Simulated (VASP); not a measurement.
# Relaxed cell of Hf (Hafnium): a test of cutoff and mesh, part 2 of 2

How far does the relaxed cell of Hf (Hafnium) depend on cutoff and k mesh? The starting structure is a measured crystal structure from the Crystallography Open Database. The first relaxation on each setting starts from this cell expanded by 3 % in volume.

VASP 6.6.1.

Results so far: reference 21.53 Å³ an atom; a cutoff of 220 eV 21.34 Å³ an atom; a 9×9×5 mesh 21.51 Å³ an atom.

## Step 5: Relaxation with a cutoff of 600 eV

Level of this step: PBEsol; plane waves and PAW (Hf_pv) (VASP).

Against step 2 the input has ENCUT = 600. This run starts from the cell of an earlier relaxation, which isn't shown; the restart sets up the plane waves anew.

INCAR reads:

```
SYSTEM = Hf
PREC = Accurate
ENCUT = 600
EDIFF = 1E-06
NELM = 100
ISMEAR = 1
SIGMA = 0.15
LREAL = .FALSE.
ALGO = Normal
GGA = PS
NBANDS = 16
LASPH = .TRUE.
LORBIT = 11
LWAVE = .FALSE.
LCHARG = .FALSE.
KPAR = 4
IBRION = 2
NSW = 50
ISIF = 3
EDIFFG = -0.006
```

POSCAR reads:

```
Hf
1.0
    3.1564942929      0.0000000000      0.0000000000
   -1.5782471465      2.7336042446      0.0000000000
    0.0000000000      0.0000000000      4.9908986468
Hf
2
Direct
    0.6666666667      0.3333333333      0.7500000000
    0.3333333333      0.6666666667      0.2500000000
```

KPOINTS reads:

```
Automatic mesh
0
Gamma
18 18 10
0 0 0
```

PAW data sets: Hf_pv (PBE family, release 64).

The run is started by

```sh
> mpirun -np 4 vasp_std
```

The log of the run:

```text
[... set-up lines as in an earlier step ...]
 entering main loop
       N       E                     dE             d eps       ncg     rms          rms(c)
DAV:   1     0.503397770841E+02    0.50340E+02   -0.12395E+04  7112   0.133E+03
DAV:   2    -0.200839138752E+02   -0.70424E+02   -0.68956E+02  9336   0.271E+02
DAV:   3    -0.217464400039E+02   -0.16625E+01   -0.16526E+01  9584   0.278E+01
DAV:   4    -0.217587218249E+02   -0.12282E-01   -0.12278E-01  8600   0.290E+00
[...]
DAV:   9    -0.210069385423E+02   -0.10260E-03   -0.10975E-03  9896   0.243E-01    0.192E-01
DAV:  10    -0.210069300718E+02    0.84705E-05   -0.47541E-05  8320   0.498E-02    0.213E-01
DAV:  11    -0.210069310465E+02   -0.97472E-06   -0.51778E-06  8912   0.166E-02
   1 F= -.21006931E+02 E0= -.21007559E+02  d E =-.210069E+02
[...]
N       E                     dE             d eps       ncg     rms          rms(c)
DAV:   1    -0.210069729010E+02   -0.42829E-04   -0.11637E-03  7256   0.265E-01    0.871E-02
DAV:   2    -0.210069389816E+02    0.33919E-04   -0.68290E-05  7888   0.615E-02    0.228E-02
DAV:   3    -0.210069281287E+02    0.10853E-04   -0.19615E-05  8344   0.304E-02    0.121E-02
DAV:   4    -0.210069265991E+02    0.15296E-05   -0.29493E-06  8040   0.124E-02    0.947E-03
DAV:   5    -0.210069261602E+02    0.43897E-06   -0.32315E-07  4168   0.377E-03
   2 F= -.21006926E+02 E0= -.21007556E+02  d E =0.488635E-05
 trial-energy change:    0.000005  1 .order    0.000002   -0.000008    0.000013
 step:   0.3877(harm=  0.3877)  dis= 0.00000  next Energy=   -21.006933 (dE=-0.156E-05)
[...]
N       E                     dE             d eps       ncg     rms          rms(c)
DAV:   1    -0.210069484222E+02   -0.21823E-04   -0.45302E-04  7176   0.165E-01    0.508E-02
DAV:   2    -0.210069355089E+02    0.12913E-04   -0.26380E-05  7536   0.382E-02    0.141E-02
DAV:   3    -0.210069314548E+02    0.40541E-05   -0.72327E-06  8016   0.185E-02    0.665E-03
DAV:   4    -0.210069309797E+02    0.47512E-06   -0.10833E-06  4136   0.784E-03
   3 F= -.21006931E+02 E0= -.21007559E+02  d E =0.668274E-07
[...]
reached required accuracy - stopping structural energy minimisation
```

The job ended after 85 s (4 MPI ranks of Intel Xeon Platinum 8375C at 2.90GHz (Ice Lake), shared host; peak memory 1.2 GiB; 5.6 min of CPU time).

Parts of OUTCAR (step 5):

```text
  Total       -0.0093843     -0.0093843     -0.0045524      0.0000000     -0.0000000     -0.0000000
  in kB       -0.3490362     -0.3490362     -0.1693209      0.0000000     -0.0000000     -0.0000000
  external PRESSURE =      -0.2891311 kB  Pullay stress =       0.0000000 kB

 POSITION                                       TOTAL-FORCE (eV/Angst)
 -----------------------------------------------------------------------------------
      1.57837      0.91127      3.74367        -0.000000      0.000000      0.000000
     -0.00000      1.82254      1.24789         0.000000     -0.000000      0.000000
 -----------------------------------------------------------------------------------
    total drift:                                0.000000     -0.000000      0.000000

  FREE ENERGIE OF THE ION-ELECTRON SYSTEM (eV)
  ---------------------------------------------------
  free  energy   TOTEN  =       -21.0069309797 eV

  energy  without entropy=      -21.0088159077  energy(sigma->0) =      -21.00755929

[... 2 parts as in an earlier step ...]

[... 2 further parts left out ...]
[key lines of the parts left out:]
E-fermi :   5.0440
```

With a cutoff of 600 eV the cell ends at 21.538 Å³ an atom, +0.06 % from the reference; the bulk modulus is 114.4 GPa against 114.6 GPa.

## Step 6: Relaxation with a 24×24×12 mesh

Against step 2 the input has a 24×24×12 mesh. This run starts from the cell of an earlier relaxation, which isn't shown; the restart sets up the plane waves anew.

INCAR: that of step 5 with these lines changed.

```diff
@@ -2,3 +2,3 @@
 PREC = Accurate
-ENCUT = 600
+ENCUT = 450
 EDIFF = 1E-06
```

POSCAR reads:

```
Hf
1.0
    3.1562246355      0.0000000000      0.0000000000
   -1.5781123177      2.7333707144      0.0000000000
    0.0000000000      0.0000000000      4.9896538156
Hf
2
Direct
    0.6666666667      0.3333333333      0.7500000000
    0.3333333333      0.6666666667      0.2500000000
```

KPOINTS reads:

```
Automatic mesh
0
Gamma
24 24 12
0 0 0
```

The run is started by

```sh
> mpirun -np 4 vasp_std
```

The log of the run:

```text
[... set-up lines as in an earlier step ...]
 entering main loop
       N       E                     dE             d eps       ncg     rms          rms(c)
DAV:   1     0.432170618672E+02    0.43217E+02   -0.10754E+04 13736   0.107E+03
DAV:   2    -0.202582754718E+02   -0.63475E+02   -0.62024E+02 18056   0.238E+02
DAV:   3    -0.217464648209E+02   -0.14882E+01   -0.14778E+01 18240   0.256E+01
DAV:   4    -0.217575596039E+02   -0.11095E-01   -0.11091E-01 16872   0.272E+00
[...]
DAV:   9    -0.210063082209E+02   -0.10170E-03   -0.10852E-03 18784   0.241E-01    0.188E-01
DAV:  10    -0.210063000055E+02    0.82154E-05   -0.48708E-05 16224   0.502E-02    0.214E-01
DAV:  11    -0.210063006914E+02   -0.68590E-06   -0.53438E-06 17192   0.164E-02
   1 F= -.21006301E+02 E0= -.21007039E+02  d E =-.210063E+02
[...]
reached required accuracy - stopping structural energy minimisation
```

Elapsed: 38 s, on 4 MPI ranks; peak memory 1.2 GiB.

Parts of OUTCAR (step 6):

```text
  Total        0.0047951      0.0047951      0.0077730      0.0000000     -0.0000000     -0.0000000
  in kB        0.1784729      0.1784729      0.2893111      0.0000000     -0.0000000     -0.0000000
  external PRESSURE =       0.2154189 kB  Pullay stress =       0.0000000 kB

 POSITION                                       TOTAL-FORCE (eV/Angst)
 -----------------------------------------------------------------------------------
      1.57811      0.91112      3.74224         0.000000     -0.000000      0.000000
     -0.00000      1.82225      1.24741        -0.000000      0.000000      0.000000
 -----------------------------------------------------------------------------------
    total drift:                               -0.000000      0.000000     -0.000000

  FREE ENERGIE OF THE ION-ELECTRON SYSTEM (eV)
  ---------------------------------------------------
  free  energy   TOTEN  =       -21.0063006914 eV

  energy  without entropy=      -21.0085159327  energy(sigma->0) =      -21.00703911

[... 1 part as in an earlier step ...]

[... 3 further parts left out ...]
[key lines of the parts left out:]
E-fermi :   5.0451
```

With a 24×24×12 mesh the cell ends at 21.523 Å³ an atom, -0.01 % from the reference; the bulk modulus is 114.6 GPa against 114.6 GPa.

## Step 7: Comparison

```csv
run,volume (Å³/atom),change (%),bulk modulus (GPa),pressure left (GPa),core minutes
reference,21.526,-,114.6,0.02,6.73
a cutoff of 220 eV,21.335,-0.89,116.7,0.0,5.87
a 9×9×5 mesh,21.515,-0.05,115.2,0.0,2.0
a cutoff of 600 eV,21.538,0.06,114.4,-0.03,15.0
a 24×24×12 mesh,21.523,-0.01,114.6,0.02,13.1
```

Core minutes are wall time times ranks, summed over the relaxations behind a row (those for a bulk modulus apart), on shared hosts.

## Step 8: Outcome

| Item | Value |
| --- | --- |
| volume of the reference | 21.53 Å³/atom |
| volume against the reference, a cutoff of 220 eV | -0.89 % |
| volume against the reference, a 9×9×5 mesh | -0.05 % |
| volume against the reference, a cutoff of 600 eV | +0.06 % |
| volume against the reference, a 24×24×12 mesh | -0.01 % |

In words: The volume moves most with a cutoff of 220 eV: -0.89 % against the reference (450 eV, 18×18×10 mesh). On finer settings it changes by +0.06 % with a cutoff of 600 eV and -0.01 % with a 24×24×12 mesh. The relaxations stop with up to 0.03 GPa left, which at the bulk modulus found here is 0.03 % of the volume, and more along a soft axis. A cell that shrinks at the lower cutoff is the usual mark of Pulay stress, the error that a plane-wave basis makes when it is kept while the volume changes. The bulk modulus stays within 2 %. Further runs on this material are not shown.

[Lines on the potential files, build, host, timing and source positions are cut from VASP's logs without a mark.]

[Logs are printed without paths, hosts, clocks, repeated set-up lines and the standing remarks that a program may print on its own settings, such as how far it seeks lower states.]

[Hosts, paths, dates, database ids (printed as entryN), source tags and the programs' standing remarks are cut or masked in the printed files.]
